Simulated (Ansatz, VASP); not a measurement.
# Si2W: VASP beside Ansatz, part 2 of 2

Wanted: the spread between two codes on one cell, functional and k mesh. The cell is taken from a series of runs on this material, whose earlier steps may have relaxed, scaled, displaced or heated it; both programs get it as it stands.

VASP 6.6.1 and Ansatz 0.2.0.

So far: The structure; VASP: zone-centre phonons, PBEsol.

## (3) Ansatz: zone-centre phonons, PBEsol

Level of this step: Ansatz beside VASP: Kohn-Sham DFT, plane waves, PBEsol (Ansatz).

Ansatz runs on its PAW soft_1 files.

The same cell, functional, mesh and smearing now go to Ansatz, which takes its cutoff from its data sets.

Contents of input.yaml:

```yaml
crystal:
  lattice:
    - [-1.5986818706, 1.5986818706, 3.9470379192]
    - [1.5986818706, -1.5986818706, 3.9470379192]
    - [1.5986818706, 1.5986818706, -3.9470379192]
  atoms:
    - { symbol: Si, position: [0.3347041577, 0.3347041577, 0.0] }
    - { symbol: Si, position: [0.6652958423, 0.6652958423, 0.0] }
    - { symbol: W, position: [0.0, 0.0, 0.0] }
kpoints:
  mp_grid: { grid: [20, 20, 20] }
hamiltonian:
  xc: pbesol
  pseudopotentials: { kind: paw, azcp: { folder: soft_1 }, xc_functional: pbe }
scf:
  occupations: { method: methfessel_paxton, width: 0.2 }
output:
  eigenvalues: true
phonons:
  method: dfpt
```

Command:

```
$ ansatz run input.yaml --threads 4 --pin off --max-ram 10240MiB --backend cpu --events-out ev --progress --plain --runs-dir out
```

Numbers of over 12 decimals in the logs are rounded to 6 here.

What it wrote:

```text
zone centre: on kpoints.mp_grid the ground state, and the responses unless they are solved on pairs of k-points, stand on 1166 of the mesh's 8000 k-points, reduced under 4 symmetry operations, with k and −k counted as one. Each operation leaves every solved displacement unchanged or reverses it
Engine: ansatz 0.2.0, aarch64-unknown-linux-gnu
Pseudopotentials: kind: paw
Pseudopotential: Si, paw, valence charge 4, recommended cutoff 420 eV (normal), soft_1/Si.paw.azcp
Pseudopotential: W, paw, valence charge 14, recommended cutoff 420 eV (normal), soft_1/W.paw.azcp
Functional definition: PBEsol
  exchange = pbesol_x
  correlation = pbesol_c
Crystal: 3 atoms, lattice volume = 40.351 Å³
Basis set: ecut = 420 eV, 777 PW (Γ), exchange–correlation on 64×64×64 points (8 copies of the dense FFT grid, shifted against one another)
Bands: 15, of which v1, the nominal top of the filled ones, is band 11 counted from 1 (10 counted from 0)
Symmetry: 16 space group operations
k-points: 1166 of 8000 (irreducible under 4 space group operations, time reversal used)
Non-local potential: Si, projectors of the file, l = 0: 2, l = 1: 2, l = 2: 1
Non-local potential: W, projectors of the file, l = 0: 3, l = 1: 2, l = 2: 2, l = 3: 1
PAW form: soft (Blöchl's): semilocal exchange-correlation on the pseudo side does not see the compensation charge
PAW frozen core: Si, regenerated for the run's functional, and the local potential with it (the file was generated under x = pbe(κ = 0.804, μ = 0.219515), c = pbe(β = 0.066725))
PAW frozen core: W, regenerated for the run's functional, and the local potential with it (the file was generated under x = pbe(κ = 0.804, μ = 0.219515), c = pbe(β = 0.066725))
PAW one-centre angular grid: Si, 110 points (default); XC on 64 Gauss nodes
PAW one-centre angular grid: W, 590 points (default); XC on 64 Gauss nodes
Initial density: superposition of atomic densities (chi_scale 0.1, normalization cell, long waves kept (reshape's long-wave potential 0.00 eV rms))
Initial wavefunctions: pseudopotential atomic-orbital guess
Functional: x = pbesol(κ = 0.804, μ = 0.123457), c = pbesol(β = 0.046)
SCF iter   1: F=—  HF=-11502.234707 eV  |F-HF|=—  |Δ(HF+E_count)|=         —  Δρ=4.94e-2  dr2=9.84e-1  ethr=3.10e-3  ⟨swp⟩=5.3  Hψ=101867  notcnv=0
preconditioner: auto → Kerker (q_TF=auto, 2.466 Å⁻¹)  [metal: Δε(μ)=0.003 eV  Ē_g=8.288 eV  σ=0.200 eV  W_gap=0.01  n_scr=10 (ndim 8)  ℏωp=21.9 eV  f_vac=0.000  D(μ)=0.30/eV (n_scr^D=0)]
SCF iter   2: F=—  HF=-11501.985993 eV  |F-HF|=—  |Δ(HF+E_count)|=   2.49e-1  S|Δr|=    0.00e0  Δρ=2.62e-2  dr2=2.14e-1  ethr=3.10e-3  ⟨swp⟩=2.2  Hψ=32282  notcnv=0
SCF iter   3: F=—  HF=-11501.910097 eV  |F-HF|=—  |Δ(HF+E_count)|=   7.59e-2  S|Δr|=    0.00e0  Δρ=6.72e-3  dr2=1.50e-2  ethr=9.75e-4  ⟨swp⟩=2.8  Hψ=31236  notcnv=0
SCF iter   4: F=—  HF=-11501.904527 eV  |F-HF|=—  |Δ(HF+E_count)|=   5.57e-3  S|Δr|=    0.00e0  Δρ=5.11e-4  dr2=5.55e-5  ethr=6.83e-5  ⟨swp⟩=2.7  Hψ=27355  notcnv=0
SCF iter   5: F=—  HF=-11501.904507 eV  |F-HF|=—  |Δ(HF+E_count)|=   1.98e-5  S|Δr|=    0.00e0  Δρ=5.90e-5  dr2=9.05e-7  ethr=2.52e-7  ⟨swp⟩=2.4  Hψ=28714  notcnv=0
SCF iter   6: F=—  HF=-11501.904509 eV  |F-HF|=—  |Δ(HF+E_count)|=   1.71e-6  S|Δr|=    0.00e0  Δρ=1.02e-5  dr2=3.62e-8  ethr=4.11e-9  ⟨swp⟩=2.4  Hψ=27281  notcnv=0
SCF iter   7: F=—  HF=-11501.904509 eV  |F-HF|=—  |Δ(HF+E_count)|=   3.34e-9  S|Δr|=    0.00e0  Δρ=1.54e-6  dr2=1.34e-9  ethr=1.65e-10  ⟨swp⟩=2.6  Hψ=25668  notcnv=0
SCF iter   8: F=—  HF=-11501.904509 eV  |F-HF|=—  |Δ(HF+E_count)|=  3.24e-10  S|Δr|=    0.00e0  Δρ=2.21e-7  dr2=1.96e-11  ethr=6.09e-12  ⟨swp⟩=2.2  Hψ=24262  notcnv=0
SCF iter   9: F=-11501.904509 eV  HF=-11501.904509 eV  |F-HF|=7.28e-12  |Δ(HF+E_count)|=  7.28e-12  S|Δr|=    0.00e0  Δρ=3.27e-8  dr2=6.66e-13  ethr=1.00e-12  ⟨swp⟩=5.2  Hψ=72486  notcnv=0
the search or the solves at the SCF's close seem to have found levels that the self-consistency loop had missed (the run counts 1). By its estimate they hold under 1e-12 electrons; where the run keeps them, the occupations were computed again with them
SCF 1 converged in 9 iterations: F = -11501.904509 eV  dr2 = 6.66e-13
  greatest PAW one-centre occupation: 0.999 electrons in one spin orbital (limit 2), on the W atom at site 2 (counted from 0), in its partial waves of l = 0
DFPT response loops at Γ: preconditioner auto → Kerker (q_TF=auto, 2.466 Å⁻¹) (partly filled bands, converged f_vac=0.000); β = 1.00, the filter's whole step (`scf.mixing.beta` (0.50) is not read by the response loops under this deck's `scf.mixing.preconditioner`; to damp them name `kerker` or `kerker_dos`, under which they read `scf.mixing.beta`, and type it under 1.00, their step now; both keys bind the ground state too); Broyden in place of MSR1
SCF converged after 9 iterations
Stability not checked: this state was not tested for a lower state beside it, because cold or Methfessel-Paxton smearing, or corrected tetrahedra, fill the levels in a way that the test cannot read (fill_not_monotonic; see scf.lower_state_search)
Free energy (F): -11501.904509 eV
Harris-Foulkes:  -11501.904509 eV  (|F-HF|=7.28e-12)
Internal energy: -11501.905708 eV  (E = F + TS)
E sigma→0 (E₀):  -11501.904809 eV
Entropy (-TS):   0.001199 eV (0.400 meV/atom)
Fermi energy:    16.608408 eV
Step filling:    the computed levels leave a gap of 0.0000 eV = 0.0 smearing widths at the electron count; against every level under it full and every level over it empty, smearing changes F+E_penalty+E_count by +0.108 meV and its σ→0 estimate by -0.191 meV
--- Per-component energies (eV) ---
  E_band       = -83.236179
  E_kinetic    = 513.017681
  E_local      = -888.189675  (includes V_loc(G=0)·N_el)
  E_nonlocal   = 21.132934
  E_hartree    = 385.662237
  E_xc         = -382.577475
  E_vxc        = -333.171316  (∫ρ·V_xc dr)
  E_paw        = -9446.612052  (= ΣΔE_a)
  E_vpaw       = -167.350458  (= ΣTr[D̂ρ^β])
  E_aug_tail   = 0.000212  (compensation charges beyond the density's cutoff)
  E_ewald      = -1704.624548
  E_core_change = 0.284979  (= ΣΔE_core)
  E_smearing   = 0.001199  (= −TS)
  E_closure    = 0.000000  (closes the sum)
  Σ components = -11501.904509   (vs F -11501.904509, Δ=0.00e0)
--- Band table (eV; the first three rows and the last of 1166) ---
  k-point 0: bands = [... 7 lower, 13.2110, 13.8136, 13.8136, 17.2888, 19.4548, 19.5156, 19.7877, 19.7877]
  k-point 1: bands = [... 7 lower, 13.2313, 13.5918, 14.0864, 16.8631, 19.3150, 19.7725, 19.8466, 19.8747]
  k-point 2: bands = [... 7 lower, 13.0461, 13.2945, 14.5249, 15.8980, 19.0917, 20.0050, 20.0627, 20.3211]
  k-point 1165: bands = [... 7 lower, 14.0311, 15.8644, 15.8644, 16.0783, 16.0783, 17.4533, 20.8884, 21.4207]
--- Phonons (Γ-DFPT): 4 representative perturbations + reference, on 1166 of 8000 k-points (Σ response iterations 12) ---
  k mesh reduced under 4 symmetry operations, with k and −k counted as one. Each operation leaves every solved displacement unchanged or reverses it
  ASR residual: 1.805e-5 → 0.000e0 eV/Å²; symmetrization residual: 1.592e-6 eV/Å²
  ASR residual per site (eV/Å²): 5.98e-6 5.98e-6 1.80e-5
  Γ frequencies (cm⁻¹): 0.00 0.00 0.00 261.37 261.37 294.07 338.99 338.99 434.30
  non-analytic LO–TO correction: not included (Born effective charges unavailable; polar crystals: no LO–TO splitting at Γ)
```

The column dr2 measures how far the density is from self-consistency, as an energy; F and HF (Harris–Foulkes) agree once it is small.

## (4) Side by side

Known differences besides the potentials themselves: the data sets hold 22 valence electrons in Ansatz (on its PAW soft_1 files) and 14 in VASP; the cutoff is 420 eV in Ansatz and 600 eV in VASP; Ansatz makes its cores anew for this functional, VASP keeps those of its PBE data sets. Total energies have different zeros and are not compared.

Both answers:

```
                  quantity  Ansatz   VASP  difference
optical mode 1 to 2 (cm⁻¹)   261.4  263.4     -0.77 %
     optical mode 3 (cm⁻¹)   294.1  295.8     -0.59 %
optical mode 4 to 5 (cm⁻¹)   339.0  341.0     -0.60 %
     optical mode 6 (cm⁻¹)   434.3  437.0     -0.63 %
```

Modes are paired by rising frequency, not by their patterns, so a pair may set unlike modes beside each other; they are those without the splitting of longitudinal modes.

## (5) Outcome

```json
{
  "r.m.s. difference of the optical zone-centre modes, each program's sorted by frequency (zone-centre phonons, PBEsol)": "2.1 cm⁻¹",
  "difference in optical mode 1 to 2 (zone-centre phonons, PBEsol)": "-0.8 %"
}
```

What this shows: The r.m.s. difference of the optical zone-centre modes, each program's sorted by frequency is 2.1 cm⁻¹ (zone-centre phonons, PBEsol). The data sets hold unlike numbers of valence electrons (22 in Ansatz and 14 in VASP), so part of the differences comes from the potentials. Among the rows given in per cent, the largest difference of the zone-centre phonons, PBEsol pair is in optical mode 1 to 2, -0.8 %. Such differences can come from data sets, numerical settings and the points named under the comparisons, not from the functional's error against experiment.

[Lines on the potential files, build, host, timing and source positions are cut from VASP's logs without a mark.]

[Logs are printed without paths, hosts, clocks, repeated set-up lines and the standing remarks that a program may print on its own settings, such as how far it seeks lower states.]

[Hosts, paths, dates, database ids (printed as entryN), source tags and the programs' standing remarks are cut or masked in the printed files.]
